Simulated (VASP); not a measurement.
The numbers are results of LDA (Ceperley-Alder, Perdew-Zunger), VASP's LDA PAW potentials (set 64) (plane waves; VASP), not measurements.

Input for VASP

File KPOINTS:
```
K-points
0
gamma
 5 5 7
```

### INCAR
```
SYSTEM  =  PbO2
PREC  =  Accurate; ENCUT  =  400; LREAL  =  .FALSE.
LASPH  =  .TRUE.
EDIFF  =  1E-8; NELM  =  100; ALGO  =  Normal
LMAXMIX  =  4
ISMEAR  =  -1; SIGMA  =  0.1
IBRION  =  8; NSW  =  1; ISIF  =  2
LWAVE  =  .FALSE.; LCHARG  =  .FALSE.
LEPSILON  =  .FALSE.
```

**POSCAR**
```
PbO2
1
    4.9600000000     0.0000000000     0.0000000000
    0.0000000000     4.9600000000     0.0000000000
    0.0000000000     0.0000000000     3.3900000000
Pb O
2 4
Direct
  0.0000000000   0.0000000000   0.0000000000
  0.5000000000   0.5000000000   0.5000000000
  0.3070000000   0.3070000000   0.0000000000
  0.8070000000   0.1930000000   0.5000000000
  0.1930000000   0.8070000000   0.5000000000
  0.6930000000   0.6930000000   0.0000000000
```

POTCAR, in this order: Pb_d O (LDA.64 set). Program: vasp_std.

What VASP printed:

**OSZICAR**
```
...
DAV:   7    -0.368061738102E+02    0.49652E-01   -0.16503E+00  1618   0.996E+00    0.268E+00
DAV:   8    -0.367433032970E+02    0.62871E-01   -0.50944E-01  2349   0.680E+00    0.117E+00
DAV:   9    -0.367149452817E+02    0.28358E-01   -0.11643E-01  2384   0.431E+00    0.123E-01
DAV:  10    -0.367158605301E+02   -0.91525E-03   -0.93916E-03  1698   0.549E-01    0.732E-02
DAV:  11    -0.367158403527E+02    0.20177E-04   -0.19490E-04  2182   0.122E-01    0.326E-02
DAV:  12    -0.367158337246E+02    0.66281E-05   -0.90543E-06  2257   0.379E-02    0.188E-02
DAV:  13    -0.367158299971E+02    0.37276E-05   -0.26069E-05  2338   0.602E-02    0.289E-03
DAV:  14    -0.367158300819E+02   -0.84866E-07   -0.23474E-06  2256   0.151E-02    0.936E-04
DAV:  15    -0.367158301033E+02   -0.21390E-07   -0.36538E-08  1572   0.208E-03    0.135E-03
DAV:  16    -0.367158300799E+02    0.23411E-07   -0.95005E-08  1922   0.526E-03    0.126E-04
DAV:  17    -0.367158300810E+02   -0.11260E-08   -0.11131E-08  1236   0.660E-04
   1 F= -.36715830E+02 E0= -.36708926E+02  d E =-.138082E-01
 Linear response reoptimize wavefunctions
DAV:   1    -0.367158300810E+02    0.77307E-10   -0.12818E-09  1087   0.714E-04
DAV:   2    -0.367158300809E+02    0.43656E-10   -0.28782E-10  1122   0.150E-04
 Linear response DOF=           4
 Linear response progress:
  Degree of freedom:   1/  4
       N       E                     dE             d eps       ncg     rms          rms(c)
RMM:   1    -0.340084181994E+00   -0.34008E+00    0.18018E-01  4559   0.607E+00
RMM:   2    -0.338871099103E+00    0.12131E-02   -0.35108E-02  4816   0.148E+00    0.118E-01
RMM:   3    -0.337923785135E+00    0.94731E-03   -0.40186E-03  5353   0.479E-01    0.714E-02
RMM:   4    -0.336966725451E+00    0.95706E-03   -0.89932E-04  5606   0.202E-01    0.235E-02
RMM:   5    -0.336806880517E+00    0.15984E-03   -0.14692E-04  5593   0.857E-02    0.974E-03
RMM:   6    -0.336862251860E+00   -0.55371E-04   -0.39299E-05  5511   0.381E-02    0.380E-03
RMM:   7    -0.336879526918E+00   -0.17275E-04   -0.10565E-05  5800   0.163E-02    0.182E-03
RMM:   8    -0.336890580933E+00   -0.11054E-04   -0.27563E-06  5674   0.710E-03    0.828E-04
RMM:   9    -0.336898829730E+00   -0.82488E-05   -0.98377E-07  5703   0.303E-03    0.997E-05
RMM:  10    -0.336899830176E+00   -0.10004E-05   -0.31636E-07  5552   0.127E-03    0.593E-05
RMM:  11    -0.336900062439E+00   -0.23226E-06   -0.23068E-07  5746   0.627E-04    0.193E-05
RMM:  12    -0.336900210865E+00   -0.14843E-06   -0.85555E-08  5712   0.331E-04    0.756E-06
RMM:  13    -0.336900260364E+00   -0.49498E-07   -0.43821E-08  5869   0.191E-04    0.434E-06
RMM:  14    -0.336900298463E+00   -0.38099E-07   -0.13742E-08  5822   0.124E-04    0.180E-06
RMM:  15    -0.336900273970E+00    0.24493E-07   -0.10745E-08  5825   0.856E-05    0.195E-06
RMM:  16    -0.336900307298E+00   -0.33328E-07   -0.10228E-08  5793   0.677E-05    0.512E-07
RMM:  17    -0.336900298882E+00    0.84156E-08   -0.13468E-08  5510   0.571E-05    0.532E-07
 Linear response progress:
  Degree of freedom:   2/  4
       N       E                     dE             d eps       ncg     rms          rms(c)
RMM:   1    -0.322138124850E+00   -0.32214E+00    0.14634E-01  3127   0.583E+00
RMM:   2    -0.321336781438E+00    0.80134E-03   -0.28620E-02  3294   0.146E+00    0.106E-01
RMM:   3    -0.321480940659E+00   -0.14416E-03   -0.33691E-03  3668   0.433E-01    0.600E-02
RMM:   4    -0.320792237018E+00    0.68870E-03   -0.56861E-04  3819   0.163E-01    0.114E-02
RMM:   5    -0.320763112177E+00    0.29125E-04   -0.79245E-05  3802   0.604E-02    0.568E-03
RMM:   6    -0.320792624469E+00   -0.29512E-04   -0.18467E-05  3915   0.255E-02    0.235E-03
RMM:   7    -0.320816507631E+00   -0.23883E-04   -0.27023E-06  3828   0.919E-03    0.593E-04
RMM:   8    -0.320818533703E+00   -0.20261E-05   -0.64398E-07  3883   0.389E-03    0.255E-04
RMM:   9    -0.320819888431E+00   -0.13547E-05   -0.14741E-07  3915   0.165E-03    0.144E-04
RMM:  10    -0.320822001968E+00   -0.21135E-05   -0.56437E-08  3851   0.762E-04    0.396E-05
RMM:  11    -0.320822013052E+00   -0.11084E-07   -0.28948E-08  3964   0.408E-04    0.827E-06
RMM:  12    -0.320822043207E+00   -0.30155E-07   -0.15238E-08  3990   0.216E-04    0.606E-06
RMM:  13    -0.320822177207E+00   -0.13400E-06   -0.11939E-08  4034   0.130E-04    0.287E-06
RMM:  14    -0.320822141745E+00    0.35462E-07   -0.10500E-08  3998   0.867E-05    0.135E-06
RMM:  15    -0.320822151356E+00   -0.96110E-08   -0.99836E-09  3610   0.659E-05    0.877E-07
 Linear response progress:
  Degree of freedom:   3/  4
       N       E                     dE             d eps       ncg     rms          rms(c)
RMM:   1    -0.372519956775E+00   -0.37252E+00    0.25351E-01  7213   0.326E+00
RMM:   2    -0.364565031353E+00    0.79549E-02   -0.14220E-02  4770   0.891E-01    0.152E-01
RMM:   3    -0.365790757588E+00   -0.12257E-02   -0.30099E-03  5519   0.362E-01    0.875E-02
RMM:   4    -0.366857566222E+00   -0.10668E-02   -0.74912E-04  5157   0.159E-01    0.336E-02
RMM:   5    -0.367183771351E+00   -0.32621E-03   -0.17629E-04  5636   0.820E-02    0.111E-02
RMM:   6    -0.367089727127E+00    0.94044E-04   -0.33878E-05  5240   0.336E-02    0.521E-03
RMM:   7    -0.367086865012E+00    0.28621E-05   -0.80692E-06  5887   0.159E-02    0.158E-03
RMM:   8    -0.367106394132E+00   -0.19529E-04   -0.16392E-06  5221   0.689E-03    0.641E-04
RMM:   9    -0.367104427258E+00    0.19669E-05   -0.40024E-07  5779   0.315E-03    0.236E-04
RMM:  10    -0.367103069941E+00    0.13573E-05    0.25740E-08  5716   0.127E-03    0.824E-05
RMM:  11    -0.367103734021E+00   -0.66408E-06   -0.92296E-09  5673   0.487E-04    0.419E-05
RMM:  12    -0.367103876575E+00   -0.14255E-06    0.21137E-08  5887   0.217E-04    0.120E-05
RMM:  13    -0.367103892179E+00   -0.15604E-07    0.80330E-09  5798   0.104E-04    0.465E-06
RMM:  14    -0.367103902827E+00   -0.10647E-07    0.25435E-08  6107   0.540E-05    0.138E-06
RMM:  15    -0.367103903296E+00   -0.46995E-09    0.10879E-08  6273   0.343E-05    0.689E-07
 Linear response progress:
  Degree of freedom:   4/  4
       N       E                     dE             d eps       ncg     rms          rms(c)
RMM:   1    -0.359686756506E+00   -0.35969E+00    0.29128E-01  7198   0.329E+00
RMM:   2    -0.352550560323E+00    0.71362E-02   -0.10940E-02  4874   0.861E-01    0.140E-01
RMM:   3    -0.353828078462E+00   -0.12775E-02   -0.26167E-03  5548   0.360E-01    0.771E-02
RMM:   4    -0.355297236105E+00   -0.14692E-02   -0.71746E-04  5020   0.165E-01    0.143E-02
RMM:   5    -0.355133974030E+00    0.16326E-03   -0.11268E-04  5699   0.732E-02    0.740E-03
RMM:   6    -0.355092841812E+00    0.41132E-04   -0.29543E-05  5630   0.301E-02    0.135E-03
RMM:   7    -0.355111157086E+00   -0.18315E-04   -0.71102E-06  6244   0.125E-02    0.668E-04
RMM:   8    -0.355113831247E+00   -0.26742E-05   -0.89542E-07  5831   0.417E-03    0.316E-04
RMM:   9    -0.355113529326E+00    0.30192E-06   -0.63440E-08  6066   0.158E-03    0.646E-05
RMM:  10    -0.355113846813E+00   -0.31749E-06   -0.30021E-08  5935   0.621E-04    0.392E-05
RMM:  11    -0.355113834122E+00    0.12691E-07   -0.79077E-09  6270   0.292E-04    0.204E-05
RMM:  12    -0.355113886808E+00   -0.52685E-07   -0.22535E-09  6134   0.134E-04    0.387E-06
RMM:  13    -0.355113916212E+00   -0.29405E-07   -0.28692E-09  6345   0.710E-05    0.294E-06
RMM:  14    -0.355113920821E+00   -0.46084E-08    0.45064E-09  6403   0.465E-05    0.487E-07
 Linear response finished
```

File OUTCAR:
```
------------------------ aborting loop because EDIFF is reached ----------------------------------------

   1 f  =   18.872797 THz   118.581278 2PiTHz  629.528731 cm-1    78.051580 meV
             X         Y         Z           dx          dy          dz
      0.000000  0.000000  0.000000    -0.000000   -0.000000   -0.000000
      2.480000  2.480000  1.695000    -0.000000   -0.000000    0.000000
      1.522720  1.522720  0.000000     0.353553    0.353553    0.000000
      4.002720  0.957280  1.695000    -0.353553    0.353553    0.000000
      0.957280  4.002720  1.695000     0.353553   -0.353553    0.000000
      3.437280  3.437280  0.000000    -0.353553   -0.353553   -0.000000

   2 f  =   15.521257 THz    97.522935 2PiTHz  517.733410 cm-1    64.190733 meV
             X         Y         Z           dx          dy          dz
      0.000000  0.000000  0.000000    -0.000000   -0.000000   -0.000000
      2.480000  2.480000  1.695000    -0.000000   -0.000000   -0.000000
      1.522720  1.522720  0.000000    -0.353553   -0.353553    0.000000
      4.002720  0.957280  1.695000    -0.353553    0.353553   -0.000000
      0.957280  4.002720  1.695000     0.353553   -0.353553   -0.000000
      3.437280  3.437280  0.000000     0.353553    0.353553    0.000000

   3 f  =   14.874241 THz    93.457612 2PiTHz  496.151269 cm-1    61.514890 meV
             X         Y         Z           dx          dy          dz
      0.000000  0.000000  0.000000     0.144659   -0.094999    0.000000
      2.480000  2.480000  1.695000     0.129107   -0.069046    0.000000
      1.522720  1.522720  0.000000    -0.043982   -0.189941   -0.000000
      4.002720  0.957280  1.695000    -0.448415    0.484994    0.000000
      0.957280  4.002720  1.695000    -0.448415    0.484994    0.000000
      3.437280  3.437280  0.000000    -0.043982   -0.189941   -0.000000

   4 f  =   14.874241 THz    93.457612 2PiTHz  496.151269 cm-1    61.514890 meV
             X         Y         Z           dx          dy          dz
      0.000000  0.000000  0.000000    -0.069046   -0.129107    0.000000
      2.480000  2.480000  1.695000    -0.094999   -0.144659   -0.000000
      1.522720  1.522720  0.000000     0.484994    0.448415    0.000000
      4.002720  0.957280  1.695000    -0.189941    0.043982   -0.000000
      0.957280  4.002720  1.695000    -0.189941    0.043982   -0.000000
      3.437280  3.437280  0.000000     0.484994    0.448415    0.000000

   5 f  =   13.918290 THz    87.451196 2PiTHz  464.264186 cm-1    57.561397 meV
             X         Y         Z           dx          dy          dz
      0.000000  0.000000  0.000000     0.000000    0.000000    0.169042
      2.480000  2.480000  1.695000     0.000000    0.000000   -0.169042
      1.522720  1.522720  0.000000    -0.000000   -0.000000    0.485502
      4.002720  0.957280  1.695000     0.000000    0.000000   -0.485502
      0.957280  4.002720  1.695000    -0.000000    0.000000   -0.485502
      3.437280  3.437280  0.000000    -0.000000   -0.000000    0.485502

   6 f  =   11.491662 THz    72.204239 2PiTHz  383.320567 cm-1    47.525672 meV
             X         Y         Z           dx          dy          dz
      0.000000  0.000000  0.000000    -0.000000    0.000000    0.258476
      2.480000  2.480000  1.695000     0.000000    0.000000    0.258476
      1.522720  1.522720  0.000000    -0.000000    0.000000   -0.465398
      4.002720  0.957280  1.695000    -0.000000   -0.000000   -0.465398
      0.957280  4.002720  1.695000     0.000000    0.000000   -0.465398
      3.437280  3.437280  0.000000    -0.000000    0.000000   -0.465398

   7 f  =   11.337158 THz    71.233467 2PiTHz  378.166897 cm-1    46.886698 meV
             X         Y         Z           dx          dy          dz
      0.000000  0.000000  0.000000     0.000000   -0.000000    0.000000
      2.480000  2.480000  1.695000     0.000000    0.000000    0.000000
      1.522720  1.522720  0.000000    -0.000000   -0.000000    0.381130
      4.002720  0.957280  1.695000     0.000000   -0.000000   -0.595600
      0.957280  4.002720  1.695000     0.000000    0.000000    0.595600
      3.437280  3.437280  0.000000    -0.000000   -0.000000   -0.381130

   8 f  =   11.337158 THz    71.233467 2PiTHz  378.166897 cm-1    46.886698 meV
             X         Y         Z           dx          dy          dz
      0.000000  0.000000  0.000000    -0.000000   -0.000000    0.000000
      2.480000  2.480000  1.695000    -0.000000    0.000000    0.000000
      1.522720  1.522720  0.000000    -0.000000   -0.000000   -0.595600
      4.002720  0.957280  1.695000     0.000000   -0.000000   -0.381130
      0.957280  4.002720  1.695000     0.000000    0.000000    0.381130
      3.437280  3.437280  0.000000     0.000000   -0.000000    0.595600

   9 f  =    7.496268 THz    47.100441 2PiTHz  250.048587 cm-1    31.002060 meV
             X         Y         Z           dx          dy          dz
      0.000000  0.000000  0.000000     0.000000   -0.000000    0.000000
      2.480000  2.480000  1.695000    -0.000000    0.000000   -0.000000
      1.522720  1.522720  0.000000     0.353553   -0.353553   -0.000000
      4.002720  0.957280  1.695000    -0.353553   -0.353553    0.000000
      0.957280  4.002720  1.695000     0.353553    0.353553   -0.000000
      3.437280  3.437280  0.000000    -0.353553    0.353553   -0.000000

  10 f  =    5.428427 THz    34.107812 2PiTHz  181.072831 cm-1    22.450160 meV
             X         Y         Z           dx          dy          dz
      0.000000  0.000000  0.000000    -0.678413   -0.162556    0.000000
      2.480000  2.480000  1.695000     0.659853    0.039818   -0.000000
      1.522720  1.522720  0.000000    -0.063514    0.098416   -0.000000
      4.002720  0.957280  1.695000     0.096949    0.122682    0.000000
      0.957280  4.002720  1.695000     0.096949    0.122682    0.000000
      3.437280  3.437280  0.000000    -0.063514    0.098416   -0.000000

  11 f  =    5.428427 THz    34.107812 2PiTHz  181.072831 cm-1    22.450160 meV
             X         Y         Z           dx          dy          dz
      0.000000  0.000000  0.000000     0.039818   -0.659853   -0.000000
      2.480000  2.480000  1.695000    -0.162556    0.678413    0.000000
      1.522720  1.522720  0.000000     0.122682   -0.096949   -0.000000
      4.002720  0.957280  1.695000     0.098416    0.063514    0.000000
      0.957280  4.002720  1.695000     0.098416    0.063514   -0.000000
      3.437280  3.437280  0.000000     0.122682   -0.096949   -0.000000

  12 f  =    3.859927 THz    24.252640 2PiTHz  128.753322 cm-1    15.963370 meV
             X         Y         Z           dx          dy          dz
      0.000000  0.000000  0.000000    -0.248568    0.256009   -0.000000
      2.480000  2.480000  1.695000    -0.115221   -0.130501    0.000000
      1.522720  1.522720  0.000000     0.427221   -0.395338    0.000000
      4.002720  0.957280  1.695000     0.233022    0.167552   -0.000000
      0.957280  4.002720  1.695000     0.233022    0.167552   -0.000000
      3.437280  3.437280  0.000000     0.427221   -0.395338    0.000000

...
```
(Selected blocks of OUTCAR.)

The structure is a typed PbO2 crystal. The cell was not relaxed at this level. The run is one of a series of settings (EDIFF = 1E-8, IBRION = 8, LEPSILON = .FALSE., NSW = 1 against the base run), some of them coarse on purpose.
